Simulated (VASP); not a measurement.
An input for Ansatz (written as the equivalent of a VASP run, and not itself run):

Ansatz 0.2 input:
```yaml
crystal:
  lattice:
    - [0.0000000, 2.8246644, 2.8246644]
    - [2.8246644, 0.0000000, 2.8246644]
    - [2.8246644, 2.8246644, 0.0000000]
  atoms:
    - { symbol: Mg, position: [0.0000000, 0.0000000, 0.0000000] }
    - { symbol: S, position: [0.7500000, 0.7500000, 0.7500000] }
kpoints:
  mp_grid: { grid: [9, 9, 9] }
hamiltonian:
  xc: pbesol
  pseudopotentials: { kind: paw }
scf:
  occupations: { method: tetrahedron }
  max_iter: 100
output: { forces: true, stress: true, eigenvalues: true }
```

**Question.** Translate this input to VASP (INCAR, KPOINTS, POSCAR, choice of POTCAR).

**Answer.** Several could match; the one computed here: 
POSCAR:
```
MgS
1
   -0.0000000000     2.8246643831     2.8246643831
    2.8246643831    -0.0000000000     2.8246643831
    2.8246643831     2.8246643831     0.0000000000
Mg S
1 1
Direct
  0.0000000000   0.0000000000   0.0000000000
  0.7500000000   0.7500000000   0.7500000000
```

**KPOINTS**
```
Automatic mesh
0
Gamma
9 9 9
0 0 0
```

INCAR:
```
SYSTEM = MgS
PREC = Accurate
ENCUT = 400
EDIFF = 1E-7
NELM = 100
ALGO = Normal
LREAL = .FALSE.
LASPH = .TRUE.
ISMEAR = -5
GGA = PS
LWAVE = .FALSE.
LCHARG = .TRUE.
LORBIT = 11
NEDOS = 601
ISIF = 2
```

POTCAR, in this order: Mg S (PBE.64 set). Program: vasp_std.

The two are equivalent in intent, not identical: each code has its own PAW files, so the cut-off isn't converted (ENCUT is set for VASP's; basis.ecutwfc is left out, and Ansatz then takes the one that its files recommend); Ansatz stops its SCF on the density residual and VASP on the energy change (EDIFF).

The structure comes from a computed database's MgS entry (F-43m); how it stands against other phases isn't given here. It was relaxed first.
